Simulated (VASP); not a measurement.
A VASP calculation is set up with these files.

**POSCAR**
```
CsPbCl3
1
    5.3034810506     0.0000000000     0.0000000000
    0.0000000000     5.3034810506     0.0000000000
    0.0000000000     0.0000000000     5.3034810506
Cs Pb Cl
1 1 3
Direct
  0.0000000000   0.0000000000   0.0000000000
  0.5000000000   0.5000000000   0.5000000000
  0.5000000000   0.0000000000   0.5000000000
  0.0000000000   0.5000000000   0.5000000000
  0.5000000000   0.5000000000   0.0000000000
```

### INCAR
```
SYSTEM=CsPbCl3
PREC=Accurate; ENCUT=500; LREAL=.False.
LASPH=.True.
EDIFF=1E-6; NELM=100; ALGO=Normal
LMAXMIX=4
ISMEAR=0; SIGMA=0.05
IBRION=2; NSW=40; ISIF=3
EDIFFG=-0.02; PSTRESS=50
LWAVE=.False.; LCHARG=.False.
```

File KPOINTS:
```
kpoints
0
Gamma
4 4 4
```

POTCAR, in this order: Cs_sv Pb_d Cl (LDA.64 set). Program: vasp_std.

Q: Write an equivalent input for Quantum ESPRESSO's pw.x.

A: One equivalent input (not run):
```
&CONTROL
  calculation = 'vc-relax'
  pseudo_dir = './pseudo'
  outdir = './out'
  tprnfor = .true.
  tstress = .true.
  nstep = 40
  forc_conv_thr = 0.00078
/
&SYSTEM
  ibrav = 0
  nat = 5
  ntyp = 3
  ecutwfc = 56
  occupations = 'smearing'
  smearing = 'gaussian'
  degauss = 0.003675
  input_dft = 'pz'
/
&ELECTRONS
  conv_thr = 7.3e-08
  electron_maxstep = 100
/
&IONS
/
&CELL
  press = 50
/
ATOMIC_SPECIES
  Cs 132.905 Cs.upf
  Pb 207.200 Pb.upf
  Cl 35.450 Cl.upf
CELL_PARAMETERS angstrom
     5.3034811    0.0000000    0.0000000
     0.0000000    5.3034811    0.0000000
     0.0000000    0.0000000    5.3034811
ATOMIC_POSITIONS crystal
  Cs   0.0000000  0.0000000  0.0000000
  Pb   0.5000000  0.5000000  0.5000000
  Cl   0.5000000  0.0000000  0.5000000
  Cl   0.0000000  0.5000000  0.5000000
  Cl   0.5000000  0.5000000  0.0000000
K_POINTS automatic
  4 4 4 0 0 0
```
Limits of the translation: the potentials are each code's own (VASP's PAW set, PseudoDojo norm-conserving files in pw.x), so ENCUT and ecutwfc are chosen apart and not converted; conv_thr bounds pw.x's estimated SCF error, while EDIFF bounds the energy change between steps; forc_conv_thr acts on force components and is met together with etot_conv_thr.

The compound is CsPbCl3 in the cubic perovskite structure, the ideal cubic form; the compound distorts at low or room temperature. It was relaxed first under an external pressure of 5 GPa.
